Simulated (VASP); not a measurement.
```yaml
crystal:
  lattice:
    - [4.78046, 0.00000, 0.00000]
    - [-2.39023, 4.14000, 0.00000]
    - [0.00000, 0.00000, 13.02016]
  atoms:
    - { symbol: Te, position: [0.00000, 0.00000, 0.25000] }
    - { symbol: Te, position: [0.00000, 0.00000, 0.75000] }
    - { symbol: Te, position: [0.33333, 0.66667, 0.25000] }
    - { symbol: Te, position: [0.66667, 0.33333, 0.75000] }
```

Level of theory: PBE GGA, VASP's PBE PAW potentials (set 64) (plane waves; VASP). Run with EDIFF = 1E-2, 400 eV cut-off, 5×5×2 Γ-centred mesh, Gaussian smearing of 0.050 eV, potentials Te.

The cell holds a wide vacuum, so values per volume refer to the whole cell. Unless said otherwise, spin-orbit coupling is left out, though it shifts the bands of the heavy elements here.

Task: Predict the energy per atom (σ→0), band gap (on the k-mesh) with the smallest direct gap where there is one.

Result: 
```json
{
 "band gap (on the k-mesh)": "none (metal, semimetal or under 0.01 eV)",
 "energy per atom (σ→0)": "-2.501 eV/atom"
}
```

The cell is a sheet with vacuum, built from a generated structure.
